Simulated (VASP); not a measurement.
Method: LDA (Ceperley-Alder, Perdew-Zunger), VASP's LDA PAW potentials (set 64) (plane waves; VASP 6.6.1).

VASP input:

**INCAR**
```
! general
SYSTEM  = SnO
PREC    = Accurate
ENCUT   = 620
LREAL   = .False.
LASPH   = .True.

! electronic loop
EDIFF   = 1E-6
NELM    = 100
ALGO    = Normal
LMAXMIX = 4

! smearing
ISMEAR  = 1
SIGMA   = 0.1

! ions
IBRION  = 2
NSW     = 40
ISIF    = 3
EDIFFG  = -0.02
PSTRESS = 450

! output
LWAVE   = .False.
LCHARG  = .False.
```

File POSCAR:
```
SnO
1.0
  3.4783073810   0.0000000000   0.0000000000
  0.0000000000   3.4783073810   0.0000000000
  0.0000000000   0.0000000000   3.8774307771
Sn O
2 2
Cartesian
  1.7391536905   0.0000000000   2.7200514575
  0.0000000000   1.7391536905   1.1573793196
  1.7391536905   1.7391536905   0.0000000000
  0.0000000000   0.0000000000   0.0000000000
```

KPOINTS:
```
Automatic mesh
0
gamma
 9 9 8
```

POTCAR, in this order: Sn_d O (LDA.64 set). Program: vasp_std.

The run wrote:

**OUTCAR**
```
 ion  position               nearest neighbor table
   1  0.500  0.000  0.702-   3 2.09   4 2.09   3 2.09   4 2.09   2 2.91   2 2.91   2 2.91   2 2.91
                             2 3.38   2 3.38   2 3.38   2 3.38
   2  0.000  0.500  0.298-   3 2.09   4 2.09   4 2.09   3 2.09   1 2.91   1 2.91   1 2.91   1 2.91
                             1 3.38   1 3.38   1 3.38   1 3.38
   3  0.500  0.500  0.000-   1 2.09   2 2.09   1 2.09   2 2.09
   4  0.000  0.000  0.000-   1 2.09   2 2.09   2 2.09   1 2.09
  LATTYP: Found a simple tetragonal cell.
 ALAT       =     3.4783073810
 C/A-ratio  =     1.1147464420
 Subroutine PRICEL returns:
 Original cell was already a primitive cell.
 Subroutine GETGRP returns: Found 16 space group operations
The static configuration has the point symmetry D_2d.
 The point group associated with its full space group is D_4h.
The dynamic configuration has the point symmetry D_2d.
 Subroutine INISYM returns: Found 16 space group operations
 Subroutine IBZKPT returns following result:
 Found     75 irreducible k-points:

 Following reciprocal coordinates:
            Coordinates               Weight
  0.000000  0.000000  0.000000      1.000000
  0.111111  0.000000  0.000000      4.000000
  0.222222  0.000000  0.000000      4.000000
  0.333333  0.000000  0.000000      4.000000
  0.444444  0.000000  0.000000      4.000000
  0.111111  0.111111  0.000000      4.000000
  0.222222  0.111111  0.000000      8.000000
  0.333333  0.111111  0.000000      8.000000
  0.444444  0.111111  0.000000      8.000000
  0.222222  0.222222  0.000000      4.000000
  0.333333  0.222222  0.000000      8.000000
  0.444444  0.222222  0.000000      8.000000
  0.333333  0.333333  0.000000      4.000000
  0.444444  0.333333  0.000000      8.000000
  0.444444  0.444444  0.000000      4.000000
  0.000000  0.000000  0.125000      2.000000
  0.111111  0.000000  0.125000      8.000000
  0.222222  0.000000  0.125000      8.000000
...
```

### OSZICAR
```
       N       E                     dE             d eps       ncg     rms          rms(c)
DAV:   1     0.420768274454E+03    0.42077E+03   -0.23166E+04  3680   0.325E+03
DAV:   2     0.233373563485E+02   -0.39743E+03   -0.39052E+03  3864   0.642E+02
DAV:   3    -0.258500404097E+02   -0.49187E+02   -0.48747E+02  4352   0.198E+02
DAV:   4    -0.273717780129E+02   -0.15217E+01   -0.15200E+01  4152   0.381E+01
DAV:   5    -0.274088811232E+02   -0.37103E-01   -0.37093E-01  4648   0.599E+00    0.122E+01
DAV:   6    -0.239706947332E+02    0.34382E+01   -0.16054E+01  5968   0.524E+01    0.517E+00
DAV:   7    -0.240130197725E+02   -0.42325E-01   -0.15357E+00  3720   0.874E+00    0.258E+00
DAV:   8    -0.239769111473E+02    0.36109E-01   -0.28177E-01  5720   0.540E+00    0.778E-01
DAV:   9    -0.239632109038E+02    0.13700E-01   -0.80825E-02  5808   0.406E+00    0.182E-01
DAV:  10    -0.239633685099E+02   -0.15761E-03   -0.68123E-03  5488   0.918E-01    0.764E-02
DAV:  11    -0.239633048719E+02    0.63638E-04   -0.68306E-04  5680   0.362E-01    0.210E-02
DAV:  12    -0.239633220931E+02   -0.17221E-04   -0.19964E-04  5192   0.108E-01    0.244E-02
DAV:  13    -0.239633117685E+02    0.10325E-04   -0.42115E-05  5448   0.888E-02    0.594E-03
DAV:  14    -0.239633119733E+02   -0.20480E-06   -0.32946E-06  3584   0.136E-02
   1 F= -.10787363E+02 E0= -.10787015E+02  d E =-.107874E+02
```

File OUTCAR:
```
------------------------ aborting loop because EDIFF is reached ----------------------------------------
  FORCE on cell =-STRESS in cart. coord.  units (eV):
  Direction    XX          YY          ZZ          XY          YZ          ZX
  --------------------------------------------------------------------------------------
  Total       13.1600308     13.1600308     13.1764349      0.0000000      0.0000000      0.0000000
  in kB      449.4563467    449.4563467    450.0165990      0.0000000      0.0000000      0.0000000
  external PRESSURE =      -0.3569025 kB  Pullay stress =     450.0000000 kB
  volume of cell :       46.91
      direct lattice vectors                 reciprocal lattice vectors
     3.478307381  0.000000000  0.000000000     0.287496156  0.000000000  0.000000000
     0.000000000  3.478307381  0.000000000     0.000000000  0.287496156  0.000000000
     0.000000000  0.000000000  3.877430777     0.000000000  0.000000000  0.257902734
 POSITION                                       TOTAL-FORCE (eV/Angst)
 -----------------------------------------------------------------------------------
      1.73915      0.00000      2.72005         0.000000      0.000000     -0.016584
      0.00000      1.73915      1.15738         0.000000     -0.000000      0.016584
      1.73915      1.73915      0.00000        -0.000000      0.000000      0.000000
      0.00000      0.00000      0.00000         0.000000     -0.000000      0.000000
 -----------------------------------------------------------------------------------
    total drift:                                0.000000      0.000000     -0.000000
  FREE ENERGIE OF THE ION-ELECTRON SYSTEM (eV)
  ---------------------------------------------------
  free  energy   TOTEN  =       -23.9633119733 eV

  energy  without entropy=      -23.9622676955  energy(sigma->0) =      -23.96296388
  enthalpy is  TOTEN    =       -10.7873630916 eV   P V=       13.1759488817

 reached required accuracy - stopping structural energy minimisation
```
(Selected blocks of OUTCAR.)

The compound is SnO in the litharge structure. It was relaxed first under an external pressure of 45 GPa.
